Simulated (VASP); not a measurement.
Given:

```
Co
1.0
    1.23394    -2.13725     0.00000
    1.23394     2.13725     0.00000
    0.00000     0.00000     3.99002
Co
2
Direct
  0.33333   0.66667   0.25000
  0.66667   0.33333   0.75000
```
Starting moments (μB, in the order of the record's atoms Co Co): 1.6 1.6.

Level of theory: PBE GGA with D3 dispersion (zero damping), VASP's PBE PAW potentials (set 64) (plane waves; VASP). Numerical set-up: 520 eV cut-off, 15×15×8 Γ-centred mesh, first-order Methfessel-Paxton smearing of 0.10 eV, potentials Co.

Problem. What does the run give for the cell moment, energy per atom (σ→0), band gap (on the k-mesh) with the smallest direct gap where there is one?

Solution. 
* **band gap (on the k-mesh)**: none (metal, semimetal or under 0.01 eV)
* **cell moment**: 3.20 μB
* **energy per atom (σ→0)**: -7384 meV/atom

Problem. Give the moment on each site (PAW-sphere projection).

Solution. 
| site | moment (μB) |
|---|---|
| Co1 | 1.61 |
| Co2 | 1.61 |

Total energies compare only between runs with the same potentials, cut-off and functional.

The compound is Co in the hcp structure. It was relaxed first, which changed the volume by -5 %. The start is the result of an earlier pass.
